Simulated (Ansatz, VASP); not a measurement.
# Rb2H6Pt in two plane-wave programs

One calculation is typed for both programs; each brings its own data sets. How far apart do they land? The cell is taken from a series of runs on this material, whose earlier steps may have relaxed, scaled, displaced or heated it; both programs get it as it stands.

Program: Ansatz 0.2.0. Level of theory: plane waves, with VASP 6.6.1 beside it; dielectric response at LDA. Results are calculated unless marked as measured.

### 1. The structure

The structure is cubic, space group Fm-3m (No. 225). Conventional cell: a = 8.522 Å, b = 8.522 Å, c = 8.522 Å, α = 90.00°, β = 90.00°, γ = 90.00°. Rb has 12 H at 3.05 Å nearest. Nearest to H lie 1 Pt at 1.64 Å and 4 H at 2.32 Å and 4 Rb at 3.05 Å. Pt has 6 H at 1.64 Å nearest. Farther neighbours are not listed.

Structure file:

```xyz
9
Lattice="0.0000 4.2608 4.2608 4.2608 0.0000 4.2608 4.2608 4.2608 0.0000" Properties=species:S:1:pos:R:3 pbc="T T T"
Rb    6.3912    6.3912    6.3912
Rb    2.1304    2.1304    2.1304
H     4.2608    4.2608    6.8795
H     4.2608    1.6421    4.2608
H     1.6421    4.2608    4.2608
H     4.2608    4.2608    1.6421
H     4.2608    6.8795    4.2608
H     6.8795    4.2608    4.2608
Pt    0.0000    0.0000    0.0000
```

### 2. VASP: dielectric response, LDA

The response to a field tests empty states and converges slowly with the mesh.

Lines of VASP's logs that name or quote its potential files are left out, and so is its time.

INCAR reads:

```
SYSTEM = Rb2H6Pt
PREC = Accurate
ENCUT = 400
EDIFF = 1E-08
NELM = 120
ISMEAR = 0
SIGMA = 0.01
LREAL = .FALSE.
ALGO = Normal
GGA = CA
NBANDS = 26
LASPH = .TRUE.
LORBIT = 11
LWAVE = .FALSE.
LCHARG = .FALSE.
ISIF = 2
LEPSILON = .TRUE.
GGA_COMPAT = .FALSE.
KPAR = 2
```

POSCAR reads:

```
Rb2H6Pt
1.0
    0.0000000000      4.2607959200      4.2607959200
    4.2607959200      0.0000000000      4.2607959200
    4.2607959200      4.2607959200      0.0000000000
Rb H Pt
2 6 1
Direct
    0.7500000000      0.7500000000      0.7500000000
    0.2500000000      0.2500000000      0.2500000000
    0.8073053400      0.8073053400      0.1926946600
    0.1926946600      0.8073053400      0.1926946600
    0.8073053400      0.1926946600      0.1926946600
    0.1926946600      0.1926946600      0.8073053400
    0.8073053400      0.1926946600      0.8073053400
    0.1926946600      0.8073053400      0.8073053400
    0.0000000000      0.0000000000      0.0000000000
```

KPOINTS reads:

```
Automatic mesh
0
Gamma
4 4 4
0 0 0
```

Potentials, in the order of the species: Rb_sv, H and Pt (LDA family, release 64).

The run is started by

```console
mpirun -np 2 vasp_std
```

Numbers of over 12 decimals in the logs are rounded to 6 here.

Log:

```text
[banner, memory and clock lines left out]
running    2 mpi-ranks, on    1 nodes
 distrk:  each k-point on    1 cores,    2 groups
 distr:  one band on    1 cores,    1 groups

 POSCAR found type information on POSCAR RbH Pt
 POSCAR found :  3 types and       9 ions
 LDA part: xc-table for (Slater(with rela. corr.)+CA(PZ))
 , standard interpolation
 POSCAR, INCAR and KPOINTS ok, starting setup
 FFT: planning ... GRIDC
 FFT: planning ... GRID_SOFT
 FFT: planning ... GRID
 WAVECAR not read
 entering main loop
       N       E                     dE             d eps       ncg     rms          rms(c)
DAV:   1     0.147212119594E+03    0.14721E+03   -0.12709E+04   416   0.906E+02
DAV:   2    -0.269181872606E+02   -0.17413E+03   -0.16668E+03   540   0.206E+02
DAV:   3    -0.370632845761E+02   -0.10145E+02   -0.10104E+02   568   0.504E+01
DAV:   4    -0.373633791009E+02   -0.30009E+00   -0.29974E+00   646   0.671E+00
DAV:   5    -0.373684741224E+02   -0.50950E-02   -0.50949E-02   542   0.816E-01    0.152E+01
DAV:   6    -0.350899621752E+02    0.22785E+01   -0.42219E+00   440   0.960E+00    0.395E+00
DAV:   7    -0.344838390427E+02    0.60612E+00   -0.73295E-01   478   0.369E+00    0.253E+00
DAV:   8    -0.343317452622E+02    0.15209E+00   -0.39169E-01   518   0.264E+00    0.964E-01
DAV:   9    -0.343358645625E+02   -0.41193E-02   -0.31203E-02   532   0.620E-01    0.208E-01
DAV:  10    -0.343364892177E+02   -0.62466E-03   -0.16193E-03   538   0.175E-01    0.521E-02
DAV:  11    -0.343366948068E+02   -0.20559E-03   -0.15081E-04   514   0.515E-02    0.309E-02
DAV:  12    -0.343367548997E+02   -0.60093E-04   -0.33143E-05   522   0.231E-02    0.619E-03
DAV:  13    -0.343367573784E+02   -0.24788E-05   -0.50701E-06   484   0.109E-02    0.301E-03
DAV:  14    -0.343367576604E+02   -0.28202E-06   -0.80702E-07   536   0.428E-03    0.156E-03
DAV:  15    -0.343367576614E+02   -0.94542E-09   -0.68896E-08   526   0.155E-03
   1 F= -.34336758E+02 E0= -.34336758E+02  d E =-.224069E-15
 Linear response reoptimize wavefunctions to high precision
DAV:   1    -0.343367576600E+02    0.13297E-08   -0.15087E-08   456   0.578E-04
DAV:   2    -0.343367576603E+02   -0.22192E-09   -0.92920E-10   326   0.137E-04
DAV:   3    -0.343367576603E+02   -0.84583E-10   -0.12697E-10   262   0.468E-05
 Linear response G [H, r] |phi>, progress :
  Direction:   1
       N       E                     dE             d eps       ncg     rms
RMM:   1    -0.134211092769E+03   -0.13421E+03    0.68187E+02   839   0.998E+01
RMM:   2    -0.133223555373E+03    0.98754E+00   -0.22336E+01   796   0.226E+01
RMM:   3    -0.133964772493E+03   -0.74122E+00   -0.52131E+00   933   0.634E+00
RMM:   4    -0.134090359259E+03   -0.12559E+00   -0.88742E-01   936   0.215E+00
RMM:   5    -0.134110263841E+03   -0.19905E-01   -0.17521E-01   971   0.919E-01
RMM:   6    -0.134114281508E+03   -0.40177E-02   -0.40808E-02   980   0.424E-01
RMM:   7    -0.134115232134E+03   -0.95063E-03   -0.97998E-03   994   0.204E-01
RMM:   8    -0.134115473722E+03   -0.24159E-03    0.58096E-03  1013   0.102E-01
RMM:   9    -0.134115514824E+03   -0.41102E-04    0.13138E-02  1008   0.520E-02
RMM:  10    -0.134115531957E+03   -0.17133E-04    0.13595E-02   966   0.263E-02
RMM:  11    -0.134115535037E+03   -0.30797E-05    0.12005E-02   948   0.148E-02
RMM:  12    -0.134115540985E+03   -0.59484E-05    0.11360E-02   895   0.932E-03
RMM:  13    -0.134115549936E+03   -0.89506E-05    0.11746E-02   848   0.671E-03
RMM:  14    -0.134115549823E+03    0.11309E-06    0.11059E-02   820   0.542E-03
RMM:  15    -0.134115548038E+03    0.17855E-05    0.11661E-02   821   0.474E-03
RMM:  16    -0.134115551000E+03   -0.29627E-05    0.11211E-02   817   0.439E-03
RMM:  17    -0.134115550961E+03    0.39205E-07    0.11324E-02   818   0.421E-03
RMM:  18    -0.134115551570E+03   -0.60897E-06    0.11380E-02   798   0.411E-03
RMM:  19    -0.134115549986E+03    0.15841E-05    0.11540E-02   801   0.407E-03
 Linear response G [H, r] |phi>, progress :
  Direction:   2
       N       E                     dE             d eps       ncg     rms
RMM:   1    -0.133612549896E+03   -0.13361E+03    0.68578E+02   836   0.996E+01
RMM:   2    -0.132841403469E+03    0.77115E+00   -0.21861E+01   790   0.223E+01
RMM:   3    -0.133616349767E+03   -0.77495E+00   -0.53971E+00   922   0.630E+00
RMM:   4    -0.133740794196E+03   -0.12444E+00   -0.96732E-01   932   0.217E+00
RMM:   5    -0.133761194337E+03   -0.20400E-01   -0.18630E-01   963   0.933E-01
RMM:   6    -0.133765393641E+03   -0.41993E-02   -0.46754E-02   975   0.441E-01
RMM:   7    -0.133766568319E+03   -0.11747E-02   -0.56925E-03   982   0.208E-01
RMM:   8    -0.133766814330E+03   -0.24601E-03    0.87099E-03  1002   0.103E-01
RMM:   9    -0.133766865036E+03   -0.50706E-04   -0.41856E-03  1009   0.525E-02
RMM:  10    -0.133766873685E+03   -0.86491E-05    0.51133E-03   962   0.267E-02
RMM:  11    -0.133766873141E+03    0.54457E-06   -0.20831E-03   940   0.153E-02
[...]
RMM:   3    -0.104267960223E+01   -0.72116E-02   -0.28880E-02   976   0.377E-01
RMM:   4    -0.104388582350E+01   -0.12062E-02   -0.37860E-03   976   0.118E-01
RMM:   5    -0.104405983133E+01   -0.17401E-03   -0.72857E-04   993   0.466E-02
RMM:   6    -0.104408949884E+01   -0.29668E-04   -0.11837E-04   979   0.183E-02
RMM:   7    -0.104409467081E+01   -0.51720E-05   -0.34707E-05   987   0.796E-03
[...]
RMM:   4    -0.105450072437E+01   -0.82939E-03   -0.29685E-03   942   0.938E-02
RMM:   5    -0.105463582123E+01   -0.13510E-03   -0.43240E-04   949   0.348E-02
RMM:   6    -0.105465434385E+01   -0.18523E-04   -0.91565E-05   929   0.143E-02
RMM:   7    -0.105465784292E+01   -0.34991E-05   -0.15613E-05   915   0.596E-03
RMM:   8    -0.105465858370E+01   -0.74078E-06    0.59549E-05   913   0.287E-03
RMM:   9    -0.105465869405E+01   -0.11035E-06   -0.42113E-05   885   0.123E-03
RMM:  10    -0.105465872150E+01   -0.27445E-07    0.20215E-05   848   0.564E-04
RMM:  11    -0.105465872279E+01   -0.12940E-08   -0.11166E-05   753   0.334E-04
RMM:  12    -0.105465872408E+01   -0.12869E-08    0.51041E-06   662   0.221E-04
RMM:  13    -0.105465872238E+01    0.16935E-08   -0.23439E-06   633   0.184E-04
RMM:  14    -0.105465872458E+01   -0.21984E-08    0.89688E-07   603   0.166E-04
RMM:  15    -0.105465872204E+01    0.25440E-08   -0.42955E-07   579   0.161E-04
RMM:  16    -0.105465872360E+01   -0.15621E-08    0.37704E-08   565   0.159E-04
 change of polarisation eV/A/(eV/A) component  3 :    -0.041     0.041     2.109
 dielectric tensor                  component  3 :    -0.047     0.047     3.467
 Linear response to external field, progress :
  Direction:   1
       N       E                     dE             d eps       ncg     rms          rms(c)
RMM:   1    -0.103876228386E+01   -0.10388E+01   -0.24331E+00  1447   0.381E+00
RMM:   2    -0.103317130690E+01    0.55910E-02   -0.13155E-01  1413   0.106E+00    0.196E+00
RMM:   3    -0.819748428190E+00    0.21342E+00   -0.24885E-01  1185   0.196E+00    0.845E-01
RMM:   4    -0.817411817999E+00    0.23366E-02   -0.12958E-01  1294   0.137E+00    0.352E-01
RMM:   5    -0.846032696767E+00   -0.28621E-01   -0.15688E-02  1317   0.502E-01    0.835E-02
RMM:   6    -0.847051510867E+00   -0.10188E-02   -0.39812E-03  1468   0.199E-01    0.493E-02
RMM:   7    -0.848996369649E+00   -0.19449E-02   -0.61189E-04  1429   0.757E-02    0.148E-02
RMM:   8    -0.849186086745E+00   -0.18972E-03   -0.94395E-05  1495   0.282E-02    0.569E-03
RMM:   9    -0.849305400901E+00   -0.11931E-03    0.12692E-04  1416   0.128E-02    0.282E-03
RMM:  10    -0.849283278290E+00    0.22123E-04   -0.44873E-05  1580   0.644E-03    0.717E-04
RMM:  11    -0.849265158403E+00    0.18120E-04    0.21749E-05  1560   0.248E-03    0.278E-04
RMM:  12    -0.849262239245E+00    0.29192E-05   -0.16336E-05  1657   0.105E-03    0.205E-04
RMM:  13    -0.849260150762E+00    0.20885E-05    0.20646E-05  1492   0.535E-04    0.471E-05
RMM:  14    -0.849260018107E+00    0.13265E-06   -0.74998E-06  1400   0.294E-04    0.354E-05
RMM:  15    -0.849259848629E+00    0.16948E-06   -0.30953E-07  1171   0.203E-04    0.149E-05
RMM:  16    -0.849259876363E+00   -0.27734E-07   -0.32378E-06  1064   0.175E-04    0.284E-06
 change of polarisation eV/A/(eV/A) component  1 :     1.547     0.005    -0.006
 dielectric tensor                  component  1 :     2.809     0.006    -0.007
 Linear response to external field, progress :
  Direction:   2
       N       E                     dE             d eps       ncg     rms          rms(c)
RMM:   1    -0.103773808747E+01   -0.10377E+01   -0.24229E+00  1447   0.382E+00
RMM:   2    -0.103317978095E+01    0.45583E-02   -0.13186E-01  1414   0.106E+00    0.196E+00
RMM:   3    -0.819806286661E+00    0.21337E+00   -0.24898E-01  1189   0.197E+00    0.844E-01
RMM:   4    -0.817318965172E+00    0.24873E-02   -0.12782E-01  1294   0.137E+00    0.351E-01
RMM:   5    -0.845971485619E+00   -0.28653E-01   -0.15452E-02  1316   0.500E-01    0.819E-02
RMM:   6    -0.847069780070E+00   -0.10983E-02   -0.39175E-03  1463   0.198E-01    0.494E-02
RMM:   7    -0.848997499371E+00   -0.19277E-02   -0.59968E-04  1423   0.756E-02    0.145E-02
RMM:   8    -0.849179627817E+00   -0.18213E-03   -0.66658E-05  1496   0.283E-02    0.564E-03
RMM:   9    -0.849298969528E+00   -0.11934E-03    0.14285E-04  1421   0.126E-02    0.281E-03
RMM:  10    -0.849275594330E+00    0.23375E-04    0.24193E-05  1573   0.626E-03    0.690E-04
RMM:  11    -0.849259131596E+00    0.16463E-04    0.43419E-05  1560   0.245E-03    0.272E-04
RMM:  12    -0.849255771718E+00    0.33599E-05   -0.31487E-06  1658   0.103E-03    0.214E-04
RMM:  13    -0.849253481420E+00    0.22903E-05   -0.32100E-07  1463   0.554E-04    0.426E-05
RMM:  14    -0.849253257710E+00    0.22371E-06    0.23084E-06  1392   0.301E-04    0.330E-05
RMM:  15    -0.849253138518E+00    0.11919E-06    0.89477E-07  1178   0.206E-04    0.129E-05
RMM:  16    -0.849253076155E+00    0.62363E-07    0.29841E-06  1056   0.174E-04    0.244E-06
 change of polarisation eV/A/(eV/A) component  2 :     0.029     1.547     0.006
 dielectric tensor                  component  2 :     0.033     2.809     0.007
 Linear response to external field, progress :
  Direction:   3
       N       E                     dE             d eps       ncg     rms          rms(c)
RMM:   1    -0.103869693978E+01   -0.10387E+01   -0.24325E+00  1444   0.382E+00
RMM:   2    -0.103308900513E+01    0.56079E-02   -0.13150E-01  1404   0.106E+00    0.196E+00
RMM:   3    -0.819787971294E+00    0.21330E+00   -0.25030E-01  1180   0.197E+00    0.844E-01
RMM:   4    -0.817309672070E+00    0.24783E-02   -0.12763E-01  1279   0.137E+00    0.351E-01
RMM:   5    -0.845997556551E+00   -0.28688E-01   -0.15654E-02  1312   0.500E-01    0.823E-02
RMM:   6    -0.847030633352E+00   -0.10331E-02   -0.38021E-03  1462   0.197E-01    0.488E-02
RMM:   7    -0.848982671912E+00   -0.19520E-02   -0.58168E-04  1409   0.749E-02    0.145E-02
RMM:   8    -0.849174454306E+00   -0.19178E-03   -0.83527E-05  1479   0.280E-02    0.572E-03
RMM:   9    -0.849299186667E+00   -0.12473E-03    0.36801E-05  1410   0.128E-02    0.278E-03
RMM:  10    -0.849277213206E+00    0.21973E-04   -0.61024E-05  1569   0.628E-03    0.678E-04
RMM:  11    -0.849258838909E+00    0.18374E-04    0.53651E-05  1549   0.239E-03    0.280E-04
RMM:  12    -0.849256537060E+00    0.23018E-05   -0.21249E-05  1633   0.978E-04    0.226E-04
RMM:  13    -0.849253540564E+00    0.29965E-05   -0.37222E-06  1446   0.550E-04    0.359E-05
RMM:  14    -0.849253308213E+00    0.23235E-06   -0.88735E-06  1392   0.292E-04    0.348E-05
RMM:  15    -0.849253109463E+00    0.19875E-06    0.54327E-07  1166   0.204E-04    0.830E-06
 change of polarisation eV/A/(eV/A) component  3 :     0.017     0.018     1.547
 dielectric tensor                  component  3 :     0.019     0.021     2.809
 Born effective charges drift removed
```

Parts of OUTCAR (step 2):

```text
ion  position               nearest neighbor table
   1  0.750  0.750  0.750-   3 3.05   3 3.05   6 3.05   6 3.05   4 3.05   5 3.05   5 3.05   8 3.05
                             7 3.05   4 3.05   7 3.05   8 3.05   9 3.69   9 3.69   9 3.69   9 3.69
   2  0.250  0.250  0.250-   3 3.05   3 3.05   6 3.05   6 3.05   4 3.05   8 3.05   7 3.05   7 3.05
                             8 3.05   4 3.05   5 3.05   5 3.05   9 3.69   9 3.69   9 3.69   9 3.69
   3  0.807  0.807  0.193-   9 1.64   1 3.05   1 3.05   2 3.05   2 3.05
   4  0.193  0.807  0.193-   9 1.64   1 3.05   2 3.05   1 3.05   2 3.05
   5  0.807  0.193  0.193-   9 1.64   1 3.05   2 3.05   1 3.05   2 3.05
   6  0.193  0.193  0.807-   9 1.64   1 3.05   2 3.05   1 3.05   2 3.05
   7  0.807  0.193  0.807-   9 1.64   1 3.05   1 3.05   2 3.05   2 3.05
   8  0.193  0.807  0.807-   9 1.64   1 3.05   1 3.05   2 3.05   2 3.05
   9  0.000  0.000  0.000-   3 1.64   4 1.64   5 1.64   6 1.64   7 1.64   8 1.64   1 3.69   1 3.69
                             1 3.69   2 3.69   1 3.69   2 3.69   2 3.69   2 3.69

  LATTYP: Found a face centered cubic cell.
 ALAT       =     8.5215918400

 Subroutine GETGRP returns: Found 48 space group operations
 (whereof 48 operations were pure point group operations)

The static configuration has the point symmetry O_h .

 Found      8 irreducible k-points:

   k-points           NKPTS =      8   k-points in BZ     NKDIM =      8   number of bands    NBANDS=     26

   dimension x,y,z NGX =    40 NGY =   40 NGZ =   40
   dimension x,y,z NGXF=    80 NGYF=   80 NGZF=   80

   ENCUT  =  400.0 eV  29.40 Ry    5.42 a.u.   9.83  9.83  9.83*2*pi/ulx,y,z

   NELECT =      34.0000    total number of electrons

 k-points in reciprocal lattice and weights: Automatic mesh
   0.00000000  0.00000000  0.00000000       0.016
   0.25000000  0.00000000  0.00000000       0.125
   0.50000000  0.00000000  0.00000000       0.062
   0.25000000  0.25000000  0.00000000       0.094
   0.50000000  0.25000000  0.00000000       0.375
  -0.25000000  0.25000000  0.00000000       0.188
   0.50000000  0.50000000  0.00000000       0.047
  -0.25000000  0.50000000  0.25000000       0.094

 average (electrostatic) potential at core
       1 -37.6568       2 -37.6568       3 -35.3273       4 -35.3273       5 -35.3273
       6 -35.3273       7 -35.3273       8 -35.3273       9 -74.2732

  Total       -1.4459321     -1.4459321     -1.4459321      0.0000000     -0.0000000      0.0000000
  in kB      -14.9746365    -14.9746365    -14.9746365      0.0000000     -0.0000000      0.0000000
  external PRESSURE =     -14.9746365 kB  Pullay stress =       0.0000000 kB

  energy-cutoff  :      400.00
  volume of cell :      154.70
      direct lattice vectors                 reciprocal lattice vectors
     0.000000000  4.260795920  4.260795920    -0.117348967  0.117348967  0.117348967
     4.260795920  0.000000000  4.260795920     0.117348967 -0.117348967  0.117348967
     4.260795920  4.260795920  0.000000000     0.117348967  0.117348967 -0.117348967

 POSITION                                       TOTAL-FORCE (eV/Angst)
 -----------------------------------------------------------------------------------
      6.39119      6.39119      6.39119        -0.000000     -0.000000     -0.000000
      2.13040      2.13040      2.13040         0.000000     -0.000000      0.000000
      4.26080      4.26080      6.87953        -0.000000     -0.000000     -0.074742
      4.26080      1.64207      4.26080        -0.000000      0.074742      0.000000
      1.64207      4.26080      4.26080         0.074742     -0.000000      0.000000
      4.26080      4.26080      1.64207        -0.000000     -0.000000      0.074742
      4.26080      6.87953      4.26080        -0.000000     -0.074742      0.000000
      6.87953      4.26080      4.26080        -0.074742     -0.000000      0.000000
      0.00000      0.00000      0.00000         0.000000     -0.000000     -0.000000
 -----------------------------------------------------------------------------------
    total drift:                               -0.000000     -0.000000      0.000000

 MACROSCOPIC STATIC DIELECTRIC TENSOR (including local field effects in DFT)
 ------------------------------------------------------
           2.809406     0.000000     0.000000
           0.000000     2.809406     0.000000
          -0.000000    -0.000000     2.809406
 ------------------------------------------------------

 PIEZOELECTRIC TENSOR (including local field effects)  for field in x, y, z        (C/m^2)
          XX          YY          ZZ          XY          YZ          ZX
  --------------------------------------------------------------------------------
  x     0.00000     0.00000     0.00000     0.00000     0.00000     0.00000
  y     0.00000     0.00000     0.00000     0.00000     0.00000     0.00000
  z     0.00000     0.00000     0.00000     0.00000     0.00000     0.00000

 BORN EFFECTIVE CHARGES (including local field effects) (in |e|, cummulative output)
 ---------------------------------------------------------------------------------
 ion    1
    1     1.10361     0.00000     0.00000
    2    -0.00000     1.10361     0.00000
    3    -0.00000     0.00000     1.10361
 ion    2
    1     1.10361    -0.00000     0.00000
    2    -0.00000     1.10361     0.00000
    3    -0.00000     0.00000     1.10361
 ion    3
    1     0.08592     0.00000     0.00000
    2     0.00000     0.08592     0.00000
    3    -0.00000     0.00000    -0.95212
 ion    4
    1     0.08592     0.00000    -0.00000
    2     0.00000    -0.95212    -0.00000
    3    -0.00000     0.00000     0.08592
 ion    5
    1    -0.95212     0.00000    -0.00000
    2     0.00000     0.08592    -0.00000
    3    -0.00000     0.00000     0.08592
 ion    6
    1     0.08592     0.00000     0.00000
    2     0.00000     0.08592     0.00000
    3    -0.00000     0.00000    -0.95212
 ion    7
    1     0.08592     0.00000    -0.00000
    2     0.00000    -0.95212    -0.00000
    3    -0.00000     0.00000     0.08592
 ion    8
    1    -0.95212     0.00000    -0.00000
    2     0.00000     0.08592    -0.00000
    3    -0.00000     0.00000     0.08592
 ion    9
    1    -0.64663     0.00000    -0.00000
    2     0.00000    -0.64663    -0.00000
    3    -0.00000     0.00000    -0.64663
```

(Part 1 of 2 ends here.)

[Lines on the potential files, build, host, timing and source positions are cut from VASP's logs without a mark.]

[Logs are printed without paths, hosts, clocks, repeated set-up lines and the standing remarks that a program may print on its own settings, such as how far it seeks lower states.]

[Hosts, paths, dates, database ids (printed as entryN), source tags and the programs' standing remarks are cut or masked in the printed files.]
